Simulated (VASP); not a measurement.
A convergence study with VASP on Zr (hcp): a few settings are varied, all else stays as given below, so the limit is that of these other settings. The cell's lengths are 1 % over those of the tabulated start and one atom is moved, so it is off equilibrium.

```xyz
2
Lattice="1.6312 -2.8252 0.0000 1.6312 2.8252 0.0000 0.0000 0.0000 5.2015" Properties=species:S:1:pos:R:3 pbc="T T T"
Zr     1.6311     0.9417     1.3004
Zr     1.6918    -0.9417     3.9011
```

The numbers are results of PBEsol GGA, VASP's PBE PAW potentials (set 64) (plane waves; VASP), not measurements. The last row used: 550 eV cut-off, 10×10×6 Γ-centred mesh, first-order Methfessel-Paxton smearing of 0.10 eV, potentials Zr_sv.

| setting | E (eV/atom) | pressure (GPa) | largest force (eV/Å) | electronic steps |
|---|---|---|---|---|
| ALGO = Normal, EDIFF = 1E-2 | -9.0530 | -7.50 | 0.065 | 8 |
| ALGO = Normal, EDIFF = 1E-3 | -9.0533 | -5.79 | 0.064 | 9 |
| ALGO = Normal, EDIFF = 1E-4 | -9.0533 | -6.01 | 0.064 | 10 |
| ALGO = Normal, EDIFF = 1E-5 | -9.0533 | -5.87 | 0.064 | 11 |
| ALGO = Normal, EDIFF = 1E-6 | -9.0533 | -5.91 | 0.064 | 12 |
| ALGO = Normal, EDIFF = 1E-7 | -9.0533 | -5.91 | 0.064 | 12 |
| ALGO = Normal, EDIFF = 1E-8 | -9.0533 | -5.91 | 0.064 | 15 |
| ALGO = Normal, EDIFF = 1E-9 | -9.0533 | -5.91 | 0.064 | 18 |
| ALGO = Fast, EDIFF = 1E-2 | -9.0534 | -2.63 | 0.066 | 9 |
| ALGO = Fast, EDIFF = 1E-3 | -9.0532 | -5.78 | 0.065 | 11 |
| ALGO = Fast, EDIFF = 1E-4 | -9.0532 | -5.87 | 0.065 | 13 |
| ALGO = Fast, EDIFF = 1E-5 | -9.0533 | -5.90 | 0.065 | 15 |
| ALGO = Fast, EDIFF = 1E-6 | -9.0533 | -5.91 | 0.065 | 19 |
| ALGO = Fast, EDIFF = 1E-7 | -9.0533 | -5.91 | 0.064 | 24 |
| ALGO = Fast, EDIFF = 1E-8 | -9.0533 | -5.91 | 0.064 | 30 |
| ALGO = All, EDIFF = 1E-2 | -9.0518 | -6.18 | 0.062 | 10 |
| ALGO = All, EDIFF = 1E-3 | -9.0531 | -5.98 | 0.065 | 12 |
| ALGO = All, EDIFF = 1E-4 | -9.0532 | -5.92 | 0.065 | 14 |
| ALGO = All, EDIFF = 1E-5 | -9.0533 | -5.90 | 0.064 | 17 |
| ALGO = All, EDIFF = 1E-6 | -9.0533 | -5.91 | 0.064 | 20 |
| ALGO = All, EDIFF = 1E-7 | -9.0533 | -5.91 | 0.064 | 23 |
| ALGO = All, EDIFF = 1E-8 | -9.0533 | -5.91 | 0.064 | 25 |
| ALGO = All, EDIFF = 1E-9 | -9.0533 | -5.91 | 0.064 | 32 |

Left out are rungs that failed or repeat a setting and relaxations that didn't move; long series are thinned to 24 rows.

The compound is Zr in the hcp structure. The cell was not relaxed at this level, it is distorted from the ideal structure.
